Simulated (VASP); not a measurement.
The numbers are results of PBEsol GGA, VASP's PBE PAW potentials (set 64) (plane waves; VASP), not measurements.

VASP ran on this input.

### INCAR
```
! general
SYSTEM  =  BN
PREC    =  Accurate
ENCUT   =  600   ! plane-wave cut-off (eV)
LREAL   =  .FALSE.   ! projection in real space or not
LASPH   =  .TRUE.

! electronic loop
EDIFF   =  1E-7   ! SCF stop (eV)
NELM    =  100
ALGO    =  Normal   ! blocked Davidson

! smearing
ISMEAR  =  0   ! Gaussian
SIGMA   =  0.05   ! width (eV)

! functional
GGA     =  PS   ! PBEsol

! ions
ISIF    =  2   ! forces and stress, cell fixed

! output
LWAVE   =  .FALSE.
LCHARG  =  .FALSE.
```

File POSCAR:
```
BN
1.0
  1.2457985770  -2.1577866454   0.0000000000
  1.2457985770   2.1577866454   0.0000000000
  0.0000000000   0.0000000000   4.1209193373
B N
2 2
Cart
  1.2457985770  -0.7192636537   2.0614841679
  1.2457985770   0.7192636537   0.0010244993
  1.2457985770  -0.7192636537   3.6047799209
  1.2457985770   0.7192636537   1.5443202522
```

### KPOINTS
```
Automatic
0
G
10 10 6
0 0 0
```

POTCAR, in this order: B N (PBE.64 set). Program: vasp_std.

The resulting files:

**OSZICAR**
```
       N       E                     dE             d eps       ncg     rms          rms(c)
DAV:   1     0.601919204331E+02    0.60192E+02   -0.95856E+03  1344   0.147E+03
DAV:   2    -0.356861925353E+02   -0.95878E+02   -0.90377E+02  1920   0.319E+02
DAV:   3    -0.386306226645E+02   -0.29444E+01   -0.29328E+01  1788   0.556E+01
DAV:   4    -0.386466490319E+02   -0.16026E-01   -0.16017E-01  1672   0.427E+00
DAV:   5    -0.386468209140E+02   -0.17188E-03   -0.17186E-03  1756   0.410E-01    0.981E+00
DAV:   6    -0.367783341268E+02    0.18685E+01   -0.43593E+00  1628   0.185E+01    0.484E+00
DAV:   7    -0.365688782606E+02    0.20946E+00   -0.28657E-01  1640   0.558E+00    0.276E+00
DAV:   8    -0.365241539786E+02    0.44724E-01   -0.73888E-02  1552   0.247E+00    0.232E-01
DAV:   9    -0.365231464762E+02    0.10075E-02   -0.26996E-03  1744   0.582E-01    0.132E-01
DAV:  10    -0.365232150238E+02   -0.68548E-04   -0.16337E-04  1636   0.135E-01    0.221E-02
DAV:  11    -0.365232134352E+02    0.15886E-05   -0.34341E-05  1728   0.540E-02    0.115E-02
DAV:  12    -0.365232138434E+02   -0.40816E-06   -0.33664E-06  1660   0.182E-02    0.175E-03
DAV:  13    -0.365232139018E+02   -0.58404E-07   -0.62031E-08  1180   0.306E-03
   1 F= -.36523214E+02 E0= -.36523214E+02  d E =-.164841E-16
```

File OUTCAR:
```
------------------------ aborting loop because EDIFF is reached ----------------------------------------
  FORCE on cell =-STRESS in cart. coord.  units (eV):
  Direction    XX          YY          ZZ          XY          YZ          ZX
  --------------------------------------------------------------------------------------
  Total        3.5616492      3.5616499      3.6317250      0.0000000      0.0000000      0.0000000
  in kB      257.5616982    257.5617493    262.6292501      0.0000000      0.0000000      0.0000000
  external PRESSURE =     259.2508992 kB  Pullay stress =       0.0000000 kB
  volume of cell :       22.16
      direct lattice vectors                 reciprocal lattice vectors
     1.245798577 -2.157786645  0.000000000     0.401348990 -0.231718924  0.000000000
     1.245798577  2.157786645  0.000000000     0.401348990  0.231718924  0.000000000
     0.000000000  0.000000000  4.120919337     0.000000000  0.000000000  0.242664298
  FREE ENERGIE OF THE ION-ELECTRON SYSTEM (eV)
  ---------------------------------------------------
  free  energy   TOTEN  =       -36.5232139018 eV

  energy  without entropy=      -36.5232139018  energy(sigma->0) =      -36.52321390
```
(Selected blocks of OUTCAR.)

The compound is BN in the wurtzite structure, a metastable high-pressure form. This cell was strained or had an atom moved on purpose.
